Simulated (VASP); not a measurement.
Crystal: Sb2Te3O2.

```xyz
14
Lattice="3.9203 0.0156 -0.0103 -3.8934 6.8493 0.0106 -0.0299 0.0005 11.6391" Properties=species:S:1:pos:R:3 pbc="T T T"
Sb    0.0099    0.0910    0.0803
Sb    1.9032    3.4340    0.0058
Sb   -0.0045    2.2650    2.9100
Sb   -1.8631    5.7476    2.8219
Te    1.9997    1.2583    4.9832
Te   -0.0947    4.6146    4.9829
Te    1.9380    1.2292    9.4330
Te   -0.1243    4.5945    9.4564
Te   -0.0764    6.8176    7.1761
Te   -1.8946    3.4076    7.2811
O     0.0835    0.0038    2.1939
O     1.9656    3.4157    2.1895
O    -0.0371    2.2305    0.7630
O    -1.9531    5.6717    0.6763
```

The cell was built by a generator and needn't be a form met in nature.

- Program: VASP 6.6.1
- Task: relaxation of cell and atoms
- Functional: PBE
- Potentials or basis: VASP PAW PBE potentials, release 64 (Sb, Te, O)
- Cutoff: 520 eV
- k mesh: 7 × 7 × 2
- Occupations: gaussian, width 0.15 eV
- Spin: no spin polarisation

At the start: pressure 3.2 GPa; volume 22.37 Å³/atom.

How do energy, volume and symmetry change on relaxing?

Over 74 steps the energy falls by 175.0 meV/atom and the volume is 26.83 Å³/atom (+19.9 %); space group P-1 (No. 2, to 0.05 Å).

Step by step:
| step | energy change (eV) | largest force (eV/Å) | pressure (GPa) | volume (Å³) |
| --- | --- | --- | --- | --- |
| 1 | 0.0000 | 0.5628 | 3.17 | 313.23 |
| 3 | -0.1776 | 0.5490 | -0.48 | 327.74 |
| 5 | -0.2718 | 0.3982 | 0.09 | 328.79 |
| 7 | -0.3295 | 0.4203 | -0.73 | 332.36 |
| 9 | -0.3810 | 0.3657 | 0.51 | 327.93 |
| 11 | -0.3851 | 0.3934 | 0.93 | 326.69 |
| 13 | -0.4506 | 0.4778 | 1.21 | 327.09 |
| 15 | -0.5374 | 0.8058 | 1.71 | 329.65 |
| 17 | -0.6533 | 0.9675 | 0.28 | 347.72 |
| 19 | -0.7444 | 0.7205 | 0.10 | 345.92 |
| 21 | -0.9681 | 1.1328 | -2.00 | 368.77 |
| 23 | -1.0718 | 0.9398 | -1.27 | 363.28 |
| 25 | -1.1906 | 1.2250 | 0.40 | 362.43 |
| 27 | -1.4862 | 1.0941 | 0.73 | 366.05 |
| 29 | -1.6132 | 0.5870 | -1.04 | 372.97 |
| 31 | -1.7361 | 0.7020 | 0.52 | 365.86 |
| 33 | -1.8998 | 0.5740 | 0.13 | 367.93 |
| 35 | -2.0080 | 0.5620 | -0.16 | 370.04 |
| 37 | -2.1497 | 0.4343 | 0.88 | 368.04 |
| 39 | -2.2013 | 0.3593 | -0.23 | 374.48 |
| 41 | -2.2303 | 0.1940 | 0.00 | 374.36 |
| 43 | -2.2528 | 0.1562 | -0.15 | 376.74 |
| 45 | -2.2668 | 0.1994 | -0.27 | 378.23 |
| 47 | -2.2932 | 0.2615 | 0.12 | 377.28 |
| 49 | -2.3111 | 0.4242 | -0.34 | 379.03 |
| 51 | -2.3260 | 0.3040 | -0.19 | 378.16 |
| 53 | -2.3258 | 0.5422 | 0.23 | 373.58 |
| 55 | -2.3784 | 0.2599 | 0.04 | 375.79 |
| 57 | -2.4089 | 0.2624 | 0.07 | 375.39 |
| 59 | -2.4282 | 0.1815 | -0.24 | 376.22 |
| 61 | -2.4373 | 0.1689 | 0.25 | 374.00 |
| 63 | -2.4432 | 0.1053 | -0.07 | 375.27 |
| 65 | -2.4455 | 0.0684 | 0.04 | 374.92 |
| 67 | -2.4477 | 0.0567 | 0.00 | 375.37 |
| 69 | -2.4489 | 0.0410 | -0.04 | 375.57 |
| 71 | -2.4494 | 0.0381 | 0.08 | 375.08 |
| 73 | -2.4498 | 0.0417 | 0.01 | 375.44 |
| 74 | -2.4500 | 0.0201 | -0.01 | 375.59 |

Final structure:
```xyz
14
Lattice="4.6373 0.0633 0.1154 -4.5459 7.3616 0.0888 0.2765 0.3406 10.9262" Properties=species:S:1:pos:R:3 pbc="T T T"
Sb    4.1605    0.6920   10.8252
Sb   -2.0361    4.3026    0.2629
Sb   -0.1609    2.1364    2.5426
Sb   -1.4409    6.1584    3.0138
Te    2.5278    1.6965    4.7919
Te    0.5029    5.2554    5.0416
Te    2.2153    1.5803    8.8021
Te    0.1845    5.1482    9.0606
Te   -0.9093    7.1000    6.9552
Te   -0.9627    3.3906    6.8680
O     4.5032    0.1260    2.1704
O    -0.9536    4.3688    2.0223
O     3.3856    2.1303    0.9029
O    -2.0508    6.3794    0.7581
```

Caveat: the volume moved by over 15 % at a fixed basis, so the end points are rough.
